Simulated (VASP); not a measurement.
Method: PBE GGA + U (Dudarev), VASP's PBE PAW potentials (set 64) (plane waves; VASP).

A VASP calculation is set up with these files.

### POSCAR
```
CoGa
1
    2.8800000000     0.0000000000     0.0000000000
    0.0000000000     2.8800000000     0.0000000000
    0.0000000000     0.0000000000     2.8800000000
Ga Co
1 1
Direct
  0.5000000000   0.5000000000   0.5000000000
  0.0000000000   0.0000000000   0.0000000000
```

### INCAR
```
# general
SYSTEM    = CoGa
PREC      = Accurate
ENCUT     = 400   # plane-wave cut-off (eV)
LREAL     = .False.   # projection in real space or not
LASPH     = .True.

# electronic loop
EDIFF     = 1E-6
NELM      = 100
ALGO      = Normal   # blocked Davidson
LMAXMIX   = 4   # l cut-off of mixed one-centre charges

# smearing
ISMEAR    = 1   # Methfessel-Paxton
SIGMA     = 0.1   # width (eV)

# functional
GGA       = PE   # PBE

# DFT+U
LDAU      = .True.
LDAUTYPE  = 2   # Dudarev
LDAUL     = -1 2
LDAUU     = 0 3.0
LDAUJ     = 0 0
LDAUPRINT = 1

# ions
ISIF      = 2

# output
LWAVE     = .False.
LCHARG    = .False.
LORBIT    = 10
```

File KPOINTS:
```
Automatic
0
gamma
11 11 11
```

POTCAR, in this order: Ga_d Co (PBE.64 set). Program: vasp_std.

Output of the run:

### OSZICAR
```
       N       E                     dE             d eps       ncg     rms          rms(c)
DAV:   1     0.908114162957E+02    0.90811E+02   -0.93056E+03  1768   0.222E+03
DAV:   2    -0.400507025062E+01   -0.94816E+02   -0.92852E+02  1743   0.319E+02
DAV:   3    -0.830723642701E+01   -0.43022E+01   -0.42861E+01  1967   0.759E+01
DAV:   4    -0.836734293891E+01   -0.60107E-01   -0.60095E-01  2255   0.835E+00
DAV:   5    -0.836864802832E+01   -0.13051E-02   -0.13051E-02  2119   0.104E+00    0.812E+00
DAV:   6    -0.878566848471E+01   -0.41702E+00   -0.11696E+01  1838   0.471E+01    0.766E+00
DAV:   7    -0.781898277619E+01    0.96669E+00   -0.48687E+00  1771   0.343E+01    0.206E+00
DAV:   8    -0.781456297283E+01    0.44198E-02   -0.18254E-01  2160   0.512E+00    0.499E-01
DAV:   9    -0.781638929118E+01   -0.18263E-02   -0.13679E-02  2379   0.192E+00    0.153E-01
DAV:  10    -0.781745102467E+01   -0.10617E-02   -0.17375E-03  2409   0.424E-01    0.737E-02
DAV:  11    -0.781773075072E+01   -0.27973E-03   -0.62889E-04  2571   0.219E-01    0.161E-02
DAV:  12    -0.781773184336E+01   -0.10926E-05   -0.28363E-05  2163   0.670E-02    0.439E-03
DAV:  13    -0.781773151769E+01    0.32568E-06   -0.21509E-06  1490   0.189E-02
   1 F= -.78177315E+01 E0= -.78178759E+01  d E =0.433245E-03
```

### OUTCAR
```
------------------------ aborting loop because EDIFF is reached ----------------------------------------
  FORCE on cell =-STRESS in cart. coord.  units (eV):
  Direction    XX          YY          ZZ          XY          YZ          ZX
  --------------------------------------------------------------------------------------
  Total       -0.6746141     -0.6746141     -0.6746141      0.0000000      0.0000000     -0.0000000
  in kB      -45.2468687    -45.2468687    -45.2468687      0.0000000      0.0000000     -0.0000000
  external PRESSURE =     -45.2468687 kB  Pullay stress =       0.0000000 kB
  volume of cell :       23.89
      direct lattice vectors                 reciprocal lattice vectors
     2.880000000  0.000000000  0.000000000     0.347222222  0.000000000  0.000000000
     0.000000000  2.880000000  0.000000000     0.000000000  0.347222222  0.000000000
     0.000000000  0.000000000  2.880000000     0.000000000  0.000000000  0.347222222
 POSITION                                       TOTAL-FORCE (eV/Angst)
 -----------------------------------------------------------------------------------
      1.44000      1.44000      1.44000         0.000000      0.000000      0.000000
      0.00000      0.00000      0.00000         0.000000      0.000000      0.000000
 -----------------------------------------------------------------------------------
    total drift:                               -0.000000      0.000000      0.000000
  FREE ENERGIE OF THE ION-ELECTRON SYSTEM (eV)
  ---------------------------------------------------
  free  energy   TOTEN  =        -7.8177315177 eV

  energy  without entropy=       -7.8181647624  energy(sigma->0) =       -7.81787593

 total charge

# of ion       s       p       d       tot
------------------------------------------
    1        0.842   0.860  10.051  11.753
    2        0.375   0.444   7.619   8.438
--------------------------------------------------
tot          1.217   1.304  17.670  20.190
```
(Selected blocks of OUTCAR.)

OUTCAR:
```
 val. band max:        9.6399335216   @ k =   0.4545   0.3636   0.0000

 cond. band min:       9.7034207836   @ k =   0.4545   0.3636   0.0909


 Fermi energy:         9.6915248984

 k-point     1 :       0.0000    0.0000    0.0000
  band No.  band energies     occupation
      1      -5.5784      2.00000
      2      -5.5784      2.00000
      3      -5.2357      2.00000
      4      -5.2357      2.00000
      5      -5.2357      2.00000
      6      -2.3247      2.00000
      7       7.1060      2.00000
      8       7.1060      2.00000
      9       8.4483      2.00000
     10       8.4483      2.00000
     11       8.4483      2.00000
     12      14.9408      0.00000
     13      14.9408      0.00000
     14      14.9408      0.00000
     15      20.6839      0.00000

 k-point     2 :       0.0909    0.0000    0.0000
  band No.  band energies     occupation
      1      -5.5741      2.00000
      2      -5.5568      2.00000
      3      -5.2430      2.00000
      4      -5.2430      2.00000
      5      -5.2335      2.00000
      6      -2.1689      2.00000
      7       7.0782      2.00000
      8       7.1237      2.00000
      9       8.3513      2.00000
     10       8.3513      2.00000
     11       8.4491      2.00000
     12      13.8127      0.00000
     13      15.2055      0.00000
     14      15.2055      0.00000
     15      20.7151      0.00000

 k-point     3 :       0.1818    0.0000    0.0000
  band No.  band energies     occupation
      1      -5.5624      2.00000
      2      -5.5000      2.00000
      3      -5.2630      2.00000
      4      -5.2630      2.00000
      5      -5.2283      2.00000
      6      -1.7015      2.00000
      7       6.8879      2.00000
      8       7.1718      2.00000
      9       8.1121      2.00000
     10       8.1121      2.00000
     11       8.4501      2.00000
     12      11.9031      0.00000
     13      15.9468      0.00000
     14      15.9468      0.00000
     15      20.8089      0.00000
...
```

The compound is CoGa in the CsCl type structure. The cell was not relaxed at this level. The run is one of a series of settings (LDAU = .TRUE., LDAUJ = 0 0, LDAUL = -1 2, LDAUTYPE = 2, LDAUU = 0 3.0 against the base run), some of them coarse on purpose. The run is not spin-polarised, so no magnetic state was tried.
